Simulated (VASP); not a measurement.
Al3Si2F:

```
CELL_PARAMETERS angstrom
5.65538 -0.04841 -0.05704
-0.03789 4.44965 0.00915
-0.07801 0.01599 7.61519
ATOMIC_POSITIONS crystal
Al 0.26725 0.49161 0.97410
Al 0.80059 0.56491 0.95480
Al 0.28842 0.48171 0.26493
Al 0.73941 0.53948 0.24981
Al 0.29132 0.00813 0.55023
Al 0.77146 0.97522 0.57556
Si 0.97070 0.02990 0.84622
Si 0.47825 0.00808 0.86175
Si 0.99391 0.54631 0.56862
Si 0.52622 0.47843 0.57128
F 0.20536 0.03339 0.32764
F 0.69763 0.97417 0.32299
```

The cell was built by a generator and needn't be a form met in nature.

```yaml
Program: VASP 6.6.1
Task: relaxation of cell and atoms
Functional: PBE
Potentials_or_basis: VASP PAW PBE potentials, release 64 (Al, Si, F)
Cutoff: 520 eV
k_mesh: 4 × 5 × 3
Occupations: gaussian, width 0.15 eV
Spin: no spin polarisation
```

At the start: pressure 6.8 GPa; volume 15.97 Å³/atom.

**Question.** Where does the relaxation end?

**Answer.** Over 52 steps the energy falls by 277.6 meV/atom and the volume is 15.62 Å³/atom (-2.1 %); space group P1 (No. 1, to 0.05 Å).

The path:
```csv
step,energy change (eV),largest force (eV/Å),pressure (GPa),volume (Å³)
1,0.0000,3.9827,6.80,191.60
3,-1.7286,1.2460,-3.24,208.63
5,-2.2869,0.7219,2.37,192.73
7,-2.5413,0.7097,0.23,196.28
9,-2.7589,0.3522,-1.93,200.03
11,-2.8585,0.4166,0.86,191.12
13,-2.9086,0.3163,0.35,190.10
15,-2.9529,0.2952,-0.64,192.11
17,-3.0205,0.4119,0.92,188.56
19,-3.0722,0.2454,-0.43,190.40
21,-3.1251,0.2452,0.14,188.92
23,-3.1741,0.4196,0.02,188.72
25,-3.2229,0.3701,-0.32,188.75
27,-3.2671,0.3036,0.57,186.52
29,-3.2911,0.1530,-0.38,188.16
31,-3.3032,0.1195,0.19,186.89
33,-3.3101,0.1025,-0.15,187.35
35,-3.3160,0.0908,0.01,187.20
37,-3.3204,0.0696,-0.07,187.47
39,-3.3226,0.0575,0.08,186.99
41,-3.3226,0.0620,0.23,186.87
43,-3.3240,0.0665,-0.02,187.31
45,-3.3260,0.0447,-0.03,187.34
47,-3.3276,0.0764,0.06,187.07
49,-3.3288,0.0481,-0.02,187.34
51,-3.3299,0.0419,0.04,187.31
52,-3.3306,0.0294,-0.04,187.49
```

Final structure:
```xyz
12
Lattice="5.3041 -0.0043 -0.9036 -0.0049 4.6255 -0.0658 -1.2424 -0.1194 7.8555" Properties=species:S:1:pos:R:3 pbc="T T T"
Al    0.2068    2.3400    6.9483
Al    2.8489    2.3320    6.4927
Al    0.5415    1.8066    1.6739
Al    3.2082    2.6874    1.2959
Al    1.0133   -0.0440    4.2201
Al    3.6713   -0.0092    3.8048
Si   -1.1397    0.0112    7.2305
Si    1.5044    0.0223    6.7192
Si   -0.3162    2.2832    4.3268
Si    2.3262    2.2810    3.8790
F     0.6865    0.0888    2.3168
F     3.3298    4.4449    1.7967
```
